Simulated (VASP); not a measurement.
OSZICAR of a VASP run on SnO2 (rutile):

File OSZICAR:
```
       N       E                     dE             d eps       ncg     rms          rms(c)
DAV:   1     0.662696934733E+03    0.66270E+03   -0.26296E+04  1596   0.263E+03
DAV:   2     0.689987340269E+02   -0.59370E+03   -0.57154E+03  1652   0.675E+02
DAV:   3    -0.260513120921E+02   -0.95050E+02   -0.93715E+02  1670   0.229E+02
DAV:   4    -0.307974819393E+02   -0.47462E+01   -0.47185E+01  1769   0.557E+01
DAV:   5    -0.309513063505E+02   -0.15382E+00   -0.15373E+00  1855   0.103E+01    0.155E+01
DAV:   6    -0.250860489607E+02    0.58653E+01   -0.22906E+01  2383   0.704E+01    0.580E+00
DAV:   7    -0.251821741359E+02   -0.96125E-01   -0.19485E+00  1649   0.838E+00    0.325E+00
DAV:   8    -0.251591609710E+02    0.23013E-01   -0.26617E-01  2103   0.528E+00    0.724E-01
DAV:   9    -0.251462494386E+02    0.12912E-01   -0.78309E-02  2371   0.408E+00    0.152E-01
DAV:  10    -0.251468044115E+02   -0.55497E-03   -0.49855E-03  2068   0.639E-01    0.483E-02
DAV:  11    -0.251468984382E+02   -0.94027E-04   -0.24730E-04  2017   0.132E-01    0.158E-02
DAV:  12    -0.251469030176E+02   -0.45794E-05   -0.15940E-05  2051   0.370E-02    0.115E-02
DAV:  13    -0.251469001240E+02    0.28937E-05   -0.13102E-05  2318   0.511E-02    0.249E-03
DAV:  14    -0.251469002563E+02   -0.13238E-06   -0.11235E-06  2052   0.997E-03    0.129E-03
DAV:  15    -0.251469002920E+02   -0.35628E-07   -0.22613E-08  1136   0.209E-03
   1 F= -.25146900E+02 E0= -.25146900E+02  d E =-.251469E+02
       N       E                     dE             d eps       ncg     rms          rms(c)
DAV:   1    -0.251537321821E+02   -0.68319E-02   -0.12624E+00  1560   0.783E+00    0.574E-01
DAV:   2    -0.251526916458E+02    0.10405E-02   -0.58216E-02  1825   0.214E+00    0.325E-01
DAV:   3    -0.251492869313E+02    0.34047E-02   -0.39819E-03  2136   0.822E-01    0.882E-02
DAV:   4    -0.251492391341E+02    0.47797E-04   -0.15753E-03  2023   0.300E-01    0.270E-02
DAV:   5    -0.251492352942E+02    0.38399E-05   -0.17157E-04  1713   0.127E-01    0.103E-02
DAV:   6    -0.251492338559E+02    0.14383E-05   -0.17408E-05  2150   0.547E-02    0.440E-03
DAV:   7    -0.251492339215E+02   -0.65594E-07   -0.18272E-06  1797   0.134E-02    0.259E-03
DAV:   8    -0.251492340305E+02   -0.10900E-06   -0.27527E-07  1552   0.464E-03    0.502E-04
DAV:   9    -0.251492340379E+02   -0.73669E-08   -0.49436E-08  1017   0.227E-03
   2 F= -.25149234E+02 E0= -.25149234E+02  d E =-.233375E-02
       N       E                     dE             d eps       ncg     rms          rms(c)
DAV:   1    -0.251495167275E+02   -0.28270E-03   -0.44395E-02  1552   0.147E+00    0.108E-01
DAV:   2    -0.251494834917E+02    0.33236E-04   -0.20536E-03  1825   0.409E-01    0.607E-02
DAV:   3    -0.251493646676E+02    0.11882E-03   -0.13742E-04  2167   0.154E-01    0.164E-02
DAV:   4    -0.251493631805E+02    0.14871E-05   -0.56321E-05  2030   0.555E-02    0.501E-03
DAV:   5    -0.251493628953E+02    0.28518E-06   -0.61681E-06  1720   0.239E-02    0.191E-03
DAV:   6    -0.251493628705E+02    0.24778E-07   -0.58525E-07  1711   0.967E-03
   3 F= -.25149363E+02 E0= -.25149363E+02  d E =-.246258E-02
       N       E                     dE             d eps       ncg     rms          rms(c)
DAV:   1    -0.251496103261E+02   -0.24743E-03   -0.22898E-02  1488   0.109E+00    0.881E-02
DAV:   2    -0.251495233764E+02    0.86950E-04   -0.48461E-04  2171   0.238E-01    0.522E-02
DAV:   3    -0.251494605852E+02    0.62791E-04   -0.58290E-05  2310   0.110E-01    0.604E-03
DAV:   4    -0.251494616049E+02   -0.10197E-05   -0.15340E-05  1713   0.284E-02    0.284E-03
DAV:   5    -0.251494616895E+02   -0.84584E-07   -0.44004E-07  1603   0.699E-03
   4 F= -.25149462E+02 E0= -.25149462E+02  d E =-.988189E-04
```

**Question.** Which electronic solver shows in the log?

**Answer.** It is blocked Davidson (ALGO = Normal, or the opening steps of other solvers). The INCAR had ALGO = Normal.

**Question.** Can the final energy be trusted as converged?

**Answer.** The run converged. It stopped with EDIFF = 1E-7, NELM = 100, NSW = 30 and EDIFFG = -0.01 after 4 ionic steps (vdW-DF-cx, plane waves, VASP's PBE PAW potentials (set 64)).

The compound is SnO2 in the rutile structure. This cell is one point of a volume scan, at 0.97 of the reference volume. Symmetry was kept, so distortions that lower it aren't found.
